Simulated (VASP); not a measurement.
These are PBE GGA, VASP's PBE PAW potentials (set 64) (plane waves; VASP 6.6.1) values and carry that method's errors.

VASP input:

### KPOINTS
```
Automatic mesh
0
Gamma
7 7 7
0 0 0
```

POSCAR:
```
TiSi2
1
    0.0000000000     4.0351650000     4.1776420000
    2.3417200000     0.0000000000     4.1776420000
    2.3417200000     4.0351650000     0.0000000000
Ti Si
2 4
Direct
  0.5000000000   0.5000000000   0.5000000000
  0.7500000000   0.7500000000   0.7500000000
  0.8374300000   0.1625700000   0.8374300000
  0.1625700000   0.8374300000   0.1625700000
  0.4125700000   0.0874300000   0.4125700000
  0.0874300000   0.4125700000   0.0874300000
```

### INCAR
```
SYSTEM = TiSi2
PREC = Accurate
ENCUT = 300
EDIFF = 1E-6
NELM = 100
ALGO = Normal
LREAL = .FALSE.
LASPH = .TRUE.
ISMEAR = -1
SIGMA = 0.136
GGA = PE
LMAXMIX = 4
LWAVE = .FALSE.
LCHARG = .FALSE.
ISIF = 2
```

POTCAR, in this order: Ti_sv Si (PBE.64 set). Program: vasp_std.

The run wrote:

OSZICAR:
```
       N       E                     dE             d eps       ncg     rms          rms(c)
DAV:   1     0.306732803097E+03    0.30673E+03   -0.14340E+04  3072   0.124E+03
DAV:   2    -0.203562822093E+01   -0.30877E+03   -0.30584E+03  3144   0.404E+02
DAV:   3    -0.415225312290E+02   -0.39487E+02   -0.38829E+02  5696   0.120E+02
DAV:   4    -0.437202522650E+02   -0.21977E+01   -0.21943E+01  3968   0.272E+01
DAV:   5    -0.438492163297E+02   -0.12896E+00   -0.12896E+00  4984   0.583E+00    0.201E+01
DAV:   6    -0.410305736831E+02    0.28186E+01   -0.37798E+01  4424   0.471E+01    0.720E+00
DAV:   7    -0.405564607565E+02    0.47411E+00   -0.66594E+00  4144   0.191E+01    0.556E+00
DAV:   8    -0.404932872900E+02    0.63173E-01   -0.63738E-01  4352   0.666E+00    0.992E-01
DAV:   9    -0.404858801801E+02    0.74071E-02   -0.11236E-01  4336   0.289E+00    0.464E-01
DAV:  10    -0.404859985694E+02   -0.11839E-03   -0.30377E-03  4032   0.424E-01    0.159E-01
DAV:  11    -0.404859527562E+02    0.45813E-04   -0.14330E-03  4424   0.293E-01    0.916E-02
DAV:  12    -0.404859276483E+02    0.25108E-04   -0.34243E-04  4560   0.146E-01    0.133E-02
DAV:  13    -0.404859282910E+02   -0.64274E-06   -0.21845E-05  4440   0.424E-02    0.861E-03
DAV:  14    -0.404859264982E+02    0.17928E-05   -0.57636E-07  3000   0.593E-03    0.301E-03
DAV:  15    -0.404859259432E+02    0.55506E-06   -0.55142E-07  2816   0.531E-03
   1 F= -.40485926E+02 E0= -.40419654E+02  d E =-.132544E+00
```

### OUTCAR
```
------------------------ aborting loop because EDIFF is reached ----------------------------------------
  FORCE on cell =-STRESS in cart. coord.  units (eV):
  Direction    XX          YY          ZZ          XY          YZ          ZX
  --------------------------------------------------------------------------------------
  Total        6.0094418      4.7199915      7.5651493      0.0000000      0.0000000      0.0000000
  in kB      121.9515245     95.7842973    153.5219945      0.0000000      0.0000000      0.0000000
  external PRESSURE =     123.7526054 kB  Pullay stress =       0.0000000 kB
  volume of cell :       78.95
      direct lattice vectors                 reciprocal lattice vectors
     0.000000000  4.035165000  4.177642000    -0.213518269  0.123910670  0.119684741
     2.341720000  0.000000000  4.177642000     0.213518269 -0.123910670  0.119684741
     2.341720000  4.035165000  0.000000000     0.213518269  0.123910670 -0.119684741
 POSITION                                       TOTAL-FORCE (eV/Angst)
 -----------------------------------------------------------------------------------
      2.34172      4.03517      4.17764         0.000000      0.000000     -0.000000
      3.51258      6.05275      6.26646        -0.000000     -0.000000     -0.000000
      2.34172      6.75834      4.17764         0.000000     -0.047746      0.000000
      2.34172      1.31199      4.17764         0.000000      0.047746      0.000000
      1.17086      3.32958      2.08882         0.000000      0.047746      0.000000
      1.17086      0.70559      2.08882         0.000000     -0.047746      0.000000
 -----------------------------------------------------------------------------------
    total drift:                                0.000000      0.000000      0.000000
  FREE ENERGIE OF THE ION-ELECTRON SYSTEM (eV)
  ---------------------------------------------------
  free  energy   TOTEN  =       -40.4859259432 eV

  energy  without entropy=      -40.3533820697  energy(sigma->0) =      -40.41965401
```
(Selected blocks of OUTCAR.)

At this cut-off the stress carries a Pulay error, which pulls relaxed volumes low.

The structure comes from a computed database's TiSi2 entry (Fddd); how it stands against other phases isn't given here. The cell was not relaxed at this level, and its volume differs by -5.9 % from the start's.
